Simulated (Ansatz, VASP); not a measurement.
# AlNi: VASP beside Ansatz

One calculation is typed for both programs; each brings its own data sets. How far apart do they land? The cell is taken from a series of runs on this material, whose earlier steps may have relaxed, scaled, displaced or heated it; both programs get it as it stands.

Method: plane waves, with VASP 6.6.1 beside it; zone-centre phonons at PBEsol, in Ansatz 0.2.0.

## 1. Set-up

Symmetry: P4/mmm, No. 123, tetragonal system. Conventional cell: a = 2.890 Å, b = 2.890 Å, c = 2.829 Å, α = 90.00°, β = 90.00°, γ = 90.00°. Nearest to Al lie 8 Ni at 2.49 Å. Nearest to Ni lie 8 Al at 2.49 Å. Farther neighbours are not listed.

## 2. Ansatz: zone-centre phonons, PBEsol

Ansatz runs on its PAW soft_1 files.

Second derivatives magnify differences that forces hide, and they need a tight electronic threshold.

Contents of input.yaml:

```yaml
crystal:
  lattice:
    - [2.8903564685, 0.0, 0.0]
    - [0.0, 2.8903564685, 0.0]
    - [0.0, 0.0, 2.829146932]
  atoms:
    - { symbol: Al, position: [0.0, 0.0, 0.0] }
    - { symbol: Ni, position: [0.5, 0.5, 0.5] }
kpoints:
  mp_grid: { grid: [16, 16, 16] }
hamiltonian:
  xc: pbesol
  pseudopotentials: { kind: paw, azcp: { folder: soft_1 }, xc_functional: pbe }
scf:
  occupations: { method: methfessel_paxton, width: 0.2 }
output:
  eigenvalues: true
phonons:
  method: dfpt
```

Command:

```
$ ansatz run input.yaml --threads 4 --pin off --max-ram 10240MiB --backend cpu --events-out ev --progress --plain --runs-dir out
```

Numbers of over 12 decimals in the logs are rounded to 6 here.

Log:

```text
zone centre: on kpoints.mp_grid the ground state, and the responses unless they are solved on pairs of k-points, stand on 729 of the mesh's 4096 k-points, reduced under 8 symmetry operations, with k and −k counted as one. Each operation leaves every solved displacement unchanged or reverses it
Engine: ansatz 0.2.0, x86_64-unknown-linux-gnu
Pseudopotentials: kind: paw
Pseudopotential: Al, paw, valence charge 3, recommended cutoff 420 eV (normal), soft_1/Al.paw.azcp
Pseudopotential: Ni, paw, valence charge 18, recommended cutoff 420 eV (normal), soft_1/Ni.paw.azcp
Functional definition: PBEsol
  exchange = pbesol_x
  correlation = pbesol_c
Crystal: 2 atoms, lattice volume = 23.635 Å³
Basis set: ecut = 420 eV, 461 PW (Γ), exchange–correlation on 40×40×40 points (8 copies of the dense FFT grid, shifted against one another)
Bands: 15, of which v1, the nominal top of the filled ones, is band 11 counted from 1 (10 counted from 0)
Symmetry: 16 space group operations
k-points: 729 of 4096 (irreducible under 8 space group operations)
Non-local potential: Al, projectors of the file, l = 0: 2, l = 1: 2, l = 2: 1
Non-local potential: Ni, projectors of the file, l = 0: 3, l = 1: 2, l = 2: 3, l = 3: 1
PAW form: soft (Blöchl's): semilocal exchange-correlation on the pseudo side does not see the compensation charge
PAW frozen core: Al, regenerated for the run's functional, and the local potential with it (the file was generated under x = pbe(κ = 0.804, μ = 0.219515), c = pbe(β = 0.066725))
PAW frozen core: Ni, regenerated for the run's functional, and the local potential with it (the file was generated under x = pbe(κ = 0.804, μ = 0.219515), c = pbe(β = 0.066725))
PAW one-centre angular grid: Al, 110 points (default); XC on 64 Gauss nodes
PAW one-centre angular grid: Ni, 590 points (default); XC on 64 Gauss nodes
Initial density: superposition of atomic densities (chi_scale 0.1, normalization cell, long waves kept (reshape's long-wave potential 0.00 eV rms))
Initial wavefunctions: pseudopotential atomic-orbital guess
Functional: x = pbesol(κ = 0.804, μ = 0.123457), c = pbesol(β = 0.046)
SCF iter   1: F=—  HF=-6331.236662 eV  |F-HF|=—  |Δ(HF+E_count)|=         —  Δρ=7.88e-2  dr2=1.48e0  ethr=3.10e-3  ⟨swp⟩=4.0  Hψ=48441  notcnv=0
preconditioner: auto → none  [metal: Δε(μ)=0.028 eV  Ē_g=10.202 eV  σ=0.200 eV  W_gap=0.12  n_scr=6 (ndim 8)  ℏωp=27.5 eV  f_vac=0.000  D(μ)=0.61/eV (n_scr^D=0)  sad-step TF]
SCF iter   2: F=—  HF=-6331.082088 eV  |F-HF|=—  |Δ(HF+E_count)|=   1.55e-1  S|Δr|=    0.00e0  Δρ=5.82e-2  dr2=8.72e-1  ethr=3.10e-3  ⟨swp⟩=2.0  Hψ=19588  notcnv=0  defer=157
SCF iter   3: F=—  HF=-6330.890252 eV  |F-HF|=—  |Δ(HF+E_count)|=   1.92e-1  S|Δr|=    0.00e0  Δρ=2.28e-2  dr2=1.10e-1  ethr=3.10e-3  ⟨swp⟩=2.0  Hψ=13875  notcnv=0  defer=157
SCF iter   4: F=—  HF=-6330.871576 eV  |F-HF|=—  |Δ(HF+E_count)|=   1.87e-2  S|Δr|=    0.00e0  Δρ=5.29e-3  dr2=3.85e-3  ethr=5.23e-4  ⟨swp⟩=2.1  Hψ=19026  notcnv=0  defer=144
SCF iter   5: F=—  HF=-6330.871368 eV  |F-HF|=—  |Δ(HF+E_count)|=   2.08e-4  S|Δr|=    0.00e0  Δρ=4.48e-4  dr2=2.11e-5  ethr=1.83e-5  ⟨swp⟩=2.2  Hψ=14823  notcnv=0  defer=144
SCF iter   6: F=—  HF=-6330.871351 eV  |F-HF|=—  |Δ(HF+E_count)|=   1.70e-5  S|Δr|=    0.00e0  Δρ=8.89e-5  dr2=9.81e-7  ethr=1.00e-7  ⟨swp⟩=2.0  Hψ=18531  notcnv=0  defer=144
SCF iter   7: F=—  HF=-6330.871363 eV  |F-HF|=—  |Δ(HF+E_count)|=   1.15e-5  S|Δr|=    0.00e0  Δρ=1.20e-5  dr2=2.32e-8  ethr=4.67e-9  ⟨swp⟩=2.3  Hψ=15575  notcnv=0  defer=144
SCF iter   8: F=—  HF=-6330.871363 eV  |F-HF|=—  |Δ(HF+E_count)|=   4.05e-9  S|Δr|=    0.00e0  Δρ=1.44e-6  dr2=3.32e-10  ethr=1.11e-10  ⟨swp⟩=2.2  Hψ=15726  notcnv=0  defer=144
SCF iter   9: F=-6330.871363 eV  HF=-6330.871363 eV  |F-HF|=0.00e0  |Δ(HF+E_count)|=  6.46e-11  S|Δr|=    0.00e0  Δρ=4.44e-8  dr2=3.83e-13  ethr=1.00e-12  ⟨swp⟩=4.9  Hψ=50697  notcnv=0
the search or the solves at the SCF's close seem to have found levels that the self-consistency loop had missed (the run counts 2). By its estimate they hold under 1e-12 electrons; where the run keeps them, the occupations were computed again with them
SCF 1 converged in 9 iterations: F = -6330.871363 eV  dr2 = 3.83e-13
  greatest PAW one-centre occupation: 1.001 electrons in one spin orbital (limit 2), on the Ni atom at site 1 (counted from 0), in its partial waves of l = 1
DFPT response loops at Γ: preconditioner auto → Kerker (q_TF=auto, 2.675 Å⁻¹) (partly filled bands, converged f_vac=0.000); β = 1.00, the filter's whole step (`scf.mixing.beta` (0.50) is not read by the response loops under this deck's `scf.mixing.preconditioner`; to damp them name `kerker` or `kerker_dos`, under which they read `scf.mixing.beta`, and type it under 1.00, their step now; both keys bind the ground state too); Broyden in place of MSR1
SCF converged after 9 iterations
Stability not checked: this state was not tested for a lower state beside it, because cold or Methfessel-Paxton smearing, or corrected tetrahedra, fill the levels in a way that the test cannot read (fill_not_monotonic; see scf.lower_state_search)
Free energy (F): -6330.871363 eV
Harris-Foulkes:  -6330.871363 eV  (|F-HF|=0.00e0)
Internal energy: -6330.871868 eV  (E = F + TS)
E sigma→0 (E₀):  -6330.871489 eV
Entropy (-TS):   0.000506 eV (0.253 meV/atom)
Fermi energy:    13.937568 eV
--- Per-component energies (eV) ---
  E_band       = -336.276093
  E_kinetic    = 368.804210
  E_local      = -3731.040973  (includes V_loc(G=0)·N_el)
  E_nonlocal   = -105.524439
  E_hartree    = 1956.460323
  E_xc         = -151.602918
  E_vxc        = -177.381292  (∫ρ·V_xc dr)
  E_paw        = -2080.775278  (= ΣΔE_a)
  E_vpaw       = -604.055066  (= ΣTr[D̂ρ^β])
  E_aug_tail   = 0.000833  (compensation charges beyond the density's cutoff)
  E_ewald      = -2587.410054
  E_core_change = 0.216428  (= ΣΔE_core)
  E_smearing   = 0.000506  (= −TS)
  E_closure    = 0.000000  (closes the sum)
  Σ components = -6330.871363   (vs F -6330.871363, Δ=0.00e0)
--- Band table (eV; the first three rows and the last of 729) ---
  k-point 0: bands = [... 7 lower, 12.3438, 12.4091, 12.4091, 19.2009, 19.2009, 19.9789, 22.0059, 22.1569]
  k-point 1: bands = [... 7 lower, 12.3478, 12.3734, 12.3734, 19.0979, 19.3007, 19.3007, 22.0114, 22.9124]
  k-point 2: bands = [... 7 lower, 12.2749, 12.2749, 12.3590, 17.6380, 19.5919, 19.5919, 22.0279, 23.9812]
  k-point 728: bands = [... 7 lower, 12.9289, 12.9857, 15.8597, 15.8597, 15.9041, 17.7592, 18.3206, 18.5515]
--- Phonons (Γ-DFPT): 4 representative perturbations + reference, on 729 of 4096 k-points (Σ response iterations 12) ---
  k mesh reduced under 8 symmetry operations, with k and −k counted as one. Each operation leaves every solved displacement unchanged or reverses it
  ASR residual: 3.763e-5 → 0.000e0 eV/Å²; symmetrization residual: 1.151e-6 eV/Å²
  ASR residual per site (eV/Å²): 4.11e-6 3.76e-5
  Γ frequencies (cm⁻¹): 0.00 0.00 0.00 296.15 297.25 297.25
  non-analytic LO–TO correction: not included (Born effective charges unavailable; polar crystals: no LO–TO splitting at Γ)
```

(Part 1 of 2 ends here.)

[Lines on the potential files, build, host, timing and source positions are cut from VASP's logs without a mark.]

[Logs are printed without paths, hosts, clocks, repeated set-up lines and the standing remarks that a program may print on its own settings, such as how far it seeks lower states.]

[Hosts, paths, dates, database ids (printed as entryN), source tags and the programs' standing remarks are cut or masked in the printed files.]
